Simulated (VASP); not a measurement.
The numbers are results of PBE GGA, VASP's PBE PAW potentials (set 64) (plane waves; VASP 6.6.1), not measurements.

Input for VASP

File POSCAR:
```
PbF2
1
    0.0000000000     2.9700000000     2.9700000000
    2.9700000000     0.0000000000     2.9700000000
    2.9700000000     2.9700000000     0.0000000000
Pb F
1 2
Direct
  0.0000000000   0.0000000000   0.0000000000
  0.2500000000   0.2500000000   0.2500000000
  0.7500000000   0.7500000000   0.7500000000
```

INCAR:
```
SYSTEM = PbF2
PREC = Accurate
ENCUT = 400
EDIFF = 1E-6
NELM = 100
ALGO = Normal
LREAL = .FALSE.
LASPH = .TRUE.
ISMEAR = -1
SIGMA = 0.02
GGA = PE
LMAXMIX = 4
LWAVE = .FALSE.
LCHARG = .FALSE.
ISIF = 2
```

File KPOINTS:
```
Automatic mesh
0
gamma
 5 5 5
```

POTCAR, in this order: Pb_d F (PBE.64 set). Program: vasp_std.

At this cut-off the stress carries a Pulay error, which pulls relaxed volumes low.

Q: Predict the energy per atom (σ→0), pressure.

A: 
```
Quantity                       Result
---------------------  --------------
energy per atom (σ→0)  -4.792 eV/atom
pressure                    -4.88 GPa
```

File OSZICAR:
```
...
DAV:   8    -0.143757393072E+02    0.73167E-02   -0.97198E-02   364   0.380E+00    0.466E-01
DAV:   9    -0.143735153454E+02    0.22240E-02   -0.18477E-02   442   0.108E+00    0.943E-02
DAV:  10    -0.143746388009E+02   -0.11235E-02   -0.14519E-03   360   0.430E-01    0.251E-02
DAV:  11    -0.143746361905E+02    0.26104E-05   -0.89066E-05   380   0.104E-01    0.126E-02
DAV:  12    -0.143746446153E+02   -0.84248E-05   -0.44296E-05   392   0.760E-02    0.831E-03
DAV:  13    -0.143746437583E+02    0.85701E-06   -0.12755E-05   380   0.414E-02    0.175E-03
DAV:  14    -0.143746437901E+02   -0.31751E-07   -0.62485E-07   228   0.631E-03
   1 F= -.14374644E+02 E0= -.14374644E+02  d E =-.409466E-12
```

The structure is a typed PbF2 crystal (Fm-3m). The cell was not relaxed at this level. The run is one of a series of settings (KPOINTS 5×5×5 Γ-centred mesh against the base run), some of them coarse on purpose.
